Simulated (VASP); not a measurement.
Level of theory: PBE GGA, VASP's PBE PAW potentials (set 64) (plane waves; VASP).

Gaps are without spin-orbit coupling.

```yaml
volume_per_atom: 27.76 Å³/atom
band gap (over mesh and band path): 0.40 eV
smallest direct gap (over mesh and band path): 1.11 eV
```

**Question.** Which relaxed crystal gives these values?
A. KZnF3, Pm-3m (221)
B. KF, Fm-3m (225)
C. AlN, P6_3mc (186)
D. ZrSe2, P-3m1 (164)

**Answer.** D, ZrSe2, P-3m1 (164)
